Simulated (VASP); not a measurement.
# TiGe2Au: the relaxed cell at several levels, part 3 of 3

How much does the cell of TiGe2Au depend on the functional? The cell is invented: it takes the structure of COD entry 1509562, Ti3Ag (space group 123 there), with some of its atoms replaced by other elements, volume scaled by an estimate. It may not be a known or stable phase. LASPH is on for some levels and off for others; the table marks which.

VASP 6.6.1, plane waves and PAW; the level of theory is named at each step.

Still holding for the runs below: This run has no spin polarisation. Its electron count is odd, so without a moment it is a metal by construction. The k-mesh is coarse for a metal.

So far. Step 4 (Relaxation with PBEsol): It ends at 16.10 Å³/atom, +0.3 % from the start, with -0.06 GPa left. The conventional cell has a = 4.224 and c = 3.610 Å. Step 5 (Relaxation with r2SCAN): It ends at 16.45 Å³/atom, +2.5 % from the start, with 0.00 GPa left. The conventional cell has a = 4.240 and c = 3.659 Å.

### Step 6. Relaxation with PBE + D3(BJ)

This step: PBE with D3(BJ); plane waves and PAW (Au, Ge_d, Ti_sv); invented cell (VASP 6.6.1).

A dispersion term adds the long-range attraction that semilocal functionals lack. D3 with Becke-Johnson damping keeps a finite attraction at short range.

File INCAR:

```
SYSTEM = TiGe2Au
PREC = Accurate
ENCUT = 520
EDIFF = 1E-06
NELM = 100
ISMEAR = -1
SIGMA = 0.05
LREAL = .FALSE.
ALGO = Normal
GGA = PE
IVDW = 12
LORBIT = 11
LWAVE = .FALSE.
LCHARG = .FALSE.
KPAR = 2
IBRION = 2
NSW = 60
ISIF = 3
EDIFFG = -0.01
```

File POSCAR:

```
TiGe2Au
1.0
    4.0823900000      0.0000000000      0.0000000000
    0.0000000000      4.0823900000      0.0000000000
    0.0000000000      0.0000000000      3.8513110000
Au Ge Ti
1 2 1
Direct
    0.0000000000      0.0000000000      0.0000000000
    0.0000000000      0.5000000000      0.5000000000
    0.5000000000      0.0000000000      0.5000000000
    0.5000000000      0.5000000000      0.0000000000
```

File KPOINTS:

```
Automatic mesh
0
Gamma
7 7 7
0 0 0
```

Potentials, in the order of the species: Au, Ge_d and Ti_sv (PBE family, release 64).

Run with:

```console
$ mpirun -np 2 vasp_std
```

Log:

```text
[... set-up lines as in an earlier step ...]
 entering main loop
       N       E                     dE             d eps       ncg     rms          rms(c)
[... 15 cycles as in an earlier step ...]
   1 F= -.22938630E+02 E0= -.22928292E+02  d E =-.229386E+02
[... from here on, the cycles between the ionic steps are left out ...]
   2 F= -.23020271E+02 E0= -.23011513E+02  d E =-.816411E-01
   3 F= -.23033848E+02 E0= -.23024717E+02  d E =-.952178E-01
   4 F= -.23051469E+02 E0= -.23041569E+02  d E =-.176209E-01
   5 F= -.23056369E+02 E0= -.23046594E+02  d E =-.225208E-01
   6 F= -.23056361E+02 E0= -.23046577E+02  d E =-.225132E-01
   7 F= -.23056595E+02 E0= -.23046730E+02  d E =-.233990E-03
   8 F= -.23056570E+02 E0= -.23046660E+02  d E =-.208727E-03
   9 F= -.23056600E+02 E0= -.23046712E+02  d E =-.238453E-03
[...]
reached required accuracy - stopping structural energy minimisation
```

Wall time 2.5 min (2 MPI ranks of AMD EPYC 9R14 (Zen 4), shared host); peak memory 0.42 GiB.

OUTCAR, selected parts (step 6):

```text
 Edisp (eV)   -2.13181

 Edisp (eV)   -2.13280

  Total      -0.01095    -0.01095     0.01116     0.00000     0.00000     0.00000
  in kB      -0.27185    -0.27185     0.27710     0.00000     0.00000     0.00000
  external pressure =       -0.09 kB  Pullay stress =        0.00 kB

 POSITION                                       TOTAL-FORCE (eV/Angst)
 -----------------------------------------------------------------------------------
      0.00000      0.00000      0.00000         0.000000      0.000000      0.000000
      0.00000      2.11200      1.80810         0.000000      0.000000      0.000000
      2.11200      0.00000      1.80810         0.000000      0.000000      0.000000
      2.11200      2.11200      0.00000         0.000000     -0.000000      0.000000
 -----------------------------------------------------------------------------------
    total drift:                                0.000000      0.000000     -0.000000

  FREE ENERGIE OF THE ION-ELECTRON SYSTEM (eV)
  ---------------------------------------------------
  free  energy   TOTEN  =       -23.0565997241 eV

  energy  without entropy=      -23.0368246440  energy(sigma->0) =      -23.04671218

[... 2 parts as in an earlier step ...]

[... 2 further parts left out ...]
[key lines of the parts left out:]
E-fermi :   9.4968
```

Dispersion corrections of this kind ignore metallic screening and tend to overbind metals.

It ends at 16.13 Å³/atom, +0.5 % from the start, with -0.01 GPa left. The conventional cell has a = 4.224 and c = 3.616 Å. Against plain PBE, the dispersion term moves a by -1.3 % and c by -1.7 %.

### Step 7. Relaxation with optB86b-vdW

This step: optB86b-vdW; plane waves and PAW (Au, Ge_d, Ti_sv); invented cell (VASP 6.6.1).

optB86b-vdW pairs nonlocal correlation with a less repulsive exchange of B86b form. LUSE_VDW switches on a nonlocal correlation term for dispersion.

Edit INCAR of step 6 so:

```diff
@@ -9,4 +9,8 @@
 ALGO = Normal
-GGA = PE
-IVDW = 12
+GGA = MK
+AGGAC = 0
+LUSE_VDW = .TRUE.
+PARAM1 = 0.1234
+PARAM2 = 1
+LASPH = .TRUE.
 LORBIT = 11
```

POSCAR is that of step 6.

KPOINTS is that of step 6.

Run with:

```console
$ mpirun -np 2 vasp_std
```

Log:

```text
[banner, memory and clock lines left out]
running    2 mpi-ranks, on    1 nodes
[...]
|                                                                             |
|               ----> ADVICE to this user running VASP <----                  |
|                                                                             |
|     You have switched on vdW-DFT.                                           |
|     This routine was written and supplied by Jiri Klimes. We recommend      |
|     that you carefully read and cite the following publications:            |
|       J. Klimes, D.R. Bowler, A. Michelides                                 |
|          J. Phys.: Cond Matt. 22 022201 (2010)                              |
|       J. Klimes, D.R. Bowler, A. Michelides                                 |
|          Phys. Rev. B. 83, 195131 (2011)                                    |
|     and references therein.                                                 |
|                                                                             |

[...]
DAV:   2     0.742222367945E+02   -0.46874E+03   -0.45640E+03  2416   0.857E+02
DAV:   3    -0.584153052808E+01   -0.80064E+02   -0.78472E+02  3324   0.217E+02
DAV:   4    -0.116920719556E+02   -0.58505E+01   -0.57732E+01  3434   0.571E+01
[...]
DAV:  13    -0.915278125960E+01   -0.13775E-04   -0.18908E-04  2906   0.101E-01    0.124E-02
DAV:  14    -0.915278379198E+01   -0.25324E-05   -0.83688E-06  2946   0.168E-02    0.542E-03
DAV:  15    -0.915278397674E+01   -0.18475E-06   -0.75228E-07  1634   0.714E-03
   1 F= -.91527840E+01 E0= -.91424801E+01  d E =-.915278E+01
[... from here on, the cycles between the ionic steps are left out ...]
   2 F= -.92371298E+01 E0= -.92280395E+01  d E =-.843458E-01
   3 F= -.92398396E+01 E0= -.92307541E+01  d E =-.870556E-01
   4 F= -.92859687E+01 E0= -.92766443E+01  d E =-.461291E-01
   5 F= -.92918499E+01 E0= -.92819906E+01  d E =-.520103E-01
   6 F= -.92922047E+01 E0= -.92822074E+01  d E =-.523651E-01
   7 F= -.92921699E+01 E0= -.92821273E+01  d E =-.523302E-01
   8 F= -.92922712E+01 E0= -.92822213E+01  d E =-.101323E-03
 trial-energy change:   -0.000101  1 .order   -0.000034   -0.000137    0.000070
 step:   0.9439(harm=  0.7139)  dis= 0.00000  next Energy=    -9.292275 (dE=-0.106E-03)
 reached required accuracy - stopping structural energy minimisation
```

The job ended after 4.6 min (2 MPI ranks; peak memory 0.78 GiB).

Parts of OUTCAR (step 7):

```text
  Total       -0.0314108     -0.0314108     -0.0279177      0.0000000      0.0000000      0.0000000
  in kB       -0.7628198     -0.7628198     -0.6779898      0.0000000      0.0000000      0.0000000
  external PRESSURE =      -0.7345431 kB  Pullay stress =       0.0000000 kB

 POSITION                                       TOTAL-FORCE (eV/Angst)
 -----------------------------------------------------------------------------------
      0.00000      0.00000      0.00000         0.000000      0.000000      0.000000
      0.00000      2.12797      1.82115         0.000000      0.000000      0.000000
      2.12797      0.00000      1.82115         0.000000      0.000000      0.000000
      2.12797      2.12797      0.00000         0.000000     -0.000000      0.000000
 -----------------------------------------------------------------------------------
    total drift:                                0.000000      0.000000     -0.000000

  FREE ENERGIE OF THE ION-ELECTRON SYSTEM (eV)
  ---------------------------------------------------
  free  energy   TOTEN  =        -9.2922711778 eV

  energy  without entropy=       -9.2721715160  energy(sigma->0) =       -9.28222135

[... 2 parts as in an earlier step ...]

[... 2 further parts left out ...]
[key lines of the parts left out:]
E-fermi :   9.0626
```

It ends at 16.49 Å³/atom, +2.8 % from the start, with -0.07 GPa left. The conventional cell has a = 4.256 and c = 3.642 Å.

### Step 8. Relaxation with BEEF-vdW

This step: BEEF-vdW; plane waves and PAW (Au, Ge_d, Ti_sv); invented cell (VASP 6.6.1).

BEEF-vdW is fitted to surface and molecular data.

Edit INCAR of step 7 so:

```diff
@@ -9,7 +9,5 @@
 ALGO = Normal
-GGA = MK
-AGGAC = 0
+GGA = BF
 LUSE_VDW = .TRUE.
-PARAM1 = 0.1234
-PARAM2 = 1
+ZAB_VDW = -1.8867
 LASPH = .TRUE.
```

POSCAR is that of step 7.

KPOINTS is that of step 7.

Run with:

```console
$ mpirun -np 2 vasp_std
```

Log:

```text
[banner, memory and clock lines left out]
running    2 mpi-ranks, on    1 nodes
[...]
**************************************************************************
     Initializing libbeef V0.1.3 with the BEEF-vdW functional.
     **************************************************************************

 [... a notice as in an earlier step ...]

 [... a notice as in an earlier step ...]

 LDA part: xc-table for (Slater+PW92), standard interpolation
 POSCAR, INCAR and KPOINTS ok, starting setup
[...]
entering main loop
       N       E                     dE             d eps       ncg     rms          rms(c)
DAV:   1     0.547923449300E+03    0.54792E+03   -0.25140E+04  2954   0.421E+03
DAV:   2     0.754571054920E+02   -0.47247E+03   -0.46013E+03  2432   0.872E+02
DAV:   3    -0.371395421598E+01   -0.79171E+02   -0.77641E+02  3250   0.215E+02
DAV:   4    -0.973196365262E+01   -0.60180E+01   -0.59219E+01  3472   0.570E+01
[...]
DAV:  13    -0.800055957435E+01   -0.90996E-05   -0.13057E-04  2854   0.868E-02    0.146E-02
DAV:  14    -0.800056429534E+01   -0.47210E-05   -0.57858E-06  2960   0.183E-02    0.532E-03
DAV:  15    -0.800056488837E+01   -0.59303E-06   -0.46801E-07  1578   0.552E-03
   1 F= -.80005649E+01 E0= -.79896330E+01  d E =-.800056E+01
[... from here on, the cycles between the ionic steps are left out ...]
   2 F= -.81225502E+01 E0= -.81124586E+01  d E =-.121985E+00
   3 F= -.81582329E+01 E0= -.81482378E+01  d E =-.157668E+00
   4 F= -.81939991E+01 E0= -.81845487E+01  d E =-.357662E-01
   5 F= -.82092942E+01 E0= -.81994049E+01  d E =-.510613E-01
   6 F= -.82101454E+01 E0= -.81999626E+01  d E =-.519125E-01
[...]
reached required accuracy - stopping structural energy minimisation
```

It took 3.9 min on 2 MPI ranks; peak memory 0.78 GiB; 7.7 min of CPU time.

From OUTCAR (step 8):

```text
  Total        0.0381330      0.0381330     -0.0262954      0.0000000      0.0000000      0.0000000
  in kB        0.8955077      0.8955077     -0.6175162      0.0000000      0.0000000      0.0000000
  external PRESSURE =       0.3911664 kB  Pullay stress =       0.0000000 kB

 POSITION                                       TOTAL-FORCE (eV/Angst)
 -----------------------------------------------------------------------------------
      0.00000      0.00000     -0.00000         0.000000     -0.000000      0.000000
      0.00000      2.14854      1.84741         0.000000     -0.000000      0.000000
      2.14854      0.00000      1.84741         0.000000     -0.000000      0.000000
      2.14854      2.14854      3.69483         0.000000      0.000000      0.000000
 -----------------------------------------------------------------------------------
    total drift:                                0.000000      0.000000      0.000000

  FREE ENERGIE OF THE ION-ELECTRON SYSTEM (eV)
  ---------------------------------------------------
  free  energy   TOTEN  =        -8.2101454235 eV

  energy  without entropy=       -8.1897797308  energy(sigma->0) =       -8.19996258

[... 2 parts as in an earlier step ...]

[... 2 further parts left out ...]
[key lines of the parts left out:]
E-fermi :   8.5094
```

It ends at 17.06 Å³/atom, +6.3 % from the start, with 0.04 GPa left. The conventional cell has a = 4.297 and c = 3.695 Å.

### Step 9. Relaxation with SCAN

This step: SCAN; plane waves and PAW (Au, Ge_d, Ti_sv); invented cell (VASP 6.6.1).

SCAN adds the kinetic-energy density; it is numerically more delicate than r2SCAN.

Edit INCAR of step 8 so:

```diff
@@ -9,5 +9,3 @@
 ALGO = Normal
-GGA = BF
-LUSE_VDW = .TRUE.
-ZAB_VDW = -1.8867
+METAGGA = SCAN
 LASPH = .TRUE.
```

POSCAR is that of step 8.

KPOINTS is that of step 8.

Run with:

```console
$ mpirun -np 2 vasp_std
```

Log:

```text
[... set-up lines as in an earlier step ...]
 entering main loop
       N       E                     dE             d eps       ncg     rms          rms(c)
DAV:   1     0.435629969746E+03    0.43563E+03   -0.25625E+04  2938   0.426E+03
DAV:   2    -0.476835171977E+02   -0.48331E+03   -0.47092E+03  2424   0.879E+02
DAV:   3    -0.130730019000E+03   -0.83047E+02   -0.81385E+02  3328   0.224E+02
DAV:   4    -0.137164163629E+03   -0.64341E+01   -0.63476E+01  3568   0.595E+01
[...]
DAV:  17    -0.124477938874E+03    0.25160E-05   -0.83390E-07  1450   0.810E-03    0.969E-04
DAV:  18    -0.124477936167E+03    0.27069E-05   -0.17665E-07  1290   0.460E-03    0.643E-04
DAV:  19    -0.124477935462E+03    0.70498E-06   -0.51169E-08  1278   0.225E-03
   1 F= -.12447794E+03 E0= -.12446923E+03  d E =-.124478E+03
[... from here on, the cycles between the ionic steps are left out ...]
   2 F= -.12454106E+03 E0= -.12453315E+03  d E =-.631201E-01
   3 F= -.12456159E+03 E0= -.12455380E+03  d E =-.836543E-01
   4 F= -.12456160E+03 E0= -.12455386E+03  d E =-.836669E-01
   5 F= -.12455992E+03 E0= -.12455225E+03  d E =0.167963E-02
   6 F= -.12456267E+03 E0= -.12455496E+03  d E =-.106692E-02
   7 F= -.12456264E+03 E0= -.12455494E+03  d E =-.104118E-02
[...]
reached required accuracy - stopping structural energy minimisation
```

Elapsed: 9.2 min, on 2 MPI ranks; peak memory 0.41 GiB; 18 min of CPU time.

OUTCAR, selected parts (step 9):

```text
  Total        0.0058924      0.0058924      0.0101598      0.0000000      0.0000000      0.0000000
  in kB        0.1477086      0.1477086      0.2546825      0.0000000      0.0000000      0.0000000
  external PRESSURE =       0.1833666 kB  Pullay stress =       0.0000000 kB

 POSITION                                       TOTAL-FORCE (eV/Angst)
 -----------------------------------------------------------------------------------
      0.00000      4.18485      0.00000         0.000000     -0.000000      0.000000
      0.00000      2.09243      1.82477         0.000000     -0.000000      0.000000
      2.09243      4.18485      1.82477         0.000000     -0.000000      0.000000
      2.09243      2.09243      0.00000         0.000000      0.000000      0.000000
 -----------------------------------------------------------------------------------
    total drift:                                0.000000      0.000000     -0.000000

  FREE ENERGIE OF THE ION-ELECTRON SYSTEM (eV)
  ---------------------------------------------------
  free  energy   TOTEN  =      -124.5626435279 eV

  energy  without entropy=     -124.5472284908  energy(sigma->0) =     -124.55493601

[... 2 parts as in an earlier step ...]

[... 2 further parts left out ...]
[key lines of the parts left out:]
E-fermi :   9.4856
```

It ends at 15.98 Å³/atom, -0.4 % from the start, with 0.02 GPa left. The conventional cell has a = 4.185 and c = 3.650 Å.

### Step 10. The cells as a table

This step: relaxed cells at several levels; plane waves and PAW; invented cell (VASP 6.6.1).

Derived from the runs above.

Lengths are those of the conventional cell; cost is the wall time of each run, as given at its step, times its ranks, without the set-up around it; LASPH differs between rows, which moves results and costs too. Results by level, by row:

| level | volume (Å³/atom) | change from the start (%) | a (Å) | c (Å) | cost (core minutes) | LASPH |
| --- | --- | --- | --- | --- | --- | --- |
| PBE | 16.83 | 4.9 | 4.279 | 3.678 | 3.23 | off |
| LDA | 15.71 | -2.1 | 4.195 | 3.573 | 4.07 | off |
| PBEsol | 16.1 | 0.3 | 4.224 | 3.61 | 3.9 | off |
| r2SCAN | 16.45 | 2.5 | 4.24 | 3.659 | 19.3 | on |
| PBE + D3(BJ) | 16.13 | 0.5 | 4.224 | 3.616 | 5 | off |
| optB86b-vdW | 16.49 | 2.8 | 4.256 | 3.642 | 9.27 | on |
| BEEF-vdW | 17.06 | 6.3 | 4.297 | 3.695 | 7.77 | on |
| SCAN | 15.98 | -0.4 | 4.185 | 3.65 | 18.3 | on |

### Step 11. Outcome

* volume, PBE: 16.83 Å³/atom
* volume, LDA: 15.71 Å³/atom
* volume, PBEsol: 16.10 Å³/atom
* volume, r2SCAN: 16.45 Å³/atom
* volume, PBE + D3(BJ): 16.13 Å³/atom
* volume, optB86b-vdW: 16.49 Å³/atom
* volume, BEEF-vdW: 17.06 Å³/atom
* volume, SCAN: 15.98 Å³/atom

In words: For TiGe2Au the levels give volumes between 15.71 Å³/atom (LDA) and 17.06 Å³/atom (BEEF-vdW), a spread of 8.5 %, while the cost of the finished runs spans a factor of 6.0. The costs hold the number of ionic steps as well as the price of the functional. Adding D3(BJ) to PBE changes the volume by -4.2 % (a by -1.3 % and c by -1.7 %). Pairwise corrections of the D and TS kind ignore the screening in a metal, so they may overbind here. Within 0.02 Å all end in space group P4/mmm; the runs can't lower the symmetry of the start. The k-sampling is coarse for a metal, so the Fermi level, pressures and the shape of the cell carry errors. Spin-orbit coupling is left out. LASPH is on for some levels and off for others, so differences between them are not the functional's alone. Each is a single relaxation on the plane waves of the start cell, so larger changes of volume carry a basis-set error that was not tested here. Zero-point and thermal expansion are not included. Nothing here tests the cell against competing phases.

[Lines on the potential files, build, host, timing and source positions are cut from VASP's logs without a mark.]

[Logs are printed without paths, hosts, clocks, repeated set-up lines and the standing remarks that a program may print on its own settings, such as how far it seeks lower states.]

[Hosts, paths, dates, database ids (printed as entryN), source tags and the programs' standing remarks are cut or masked in the printed files.]

[A measured line is paired with the nearest computed mode of its activity, which favours agreement.]
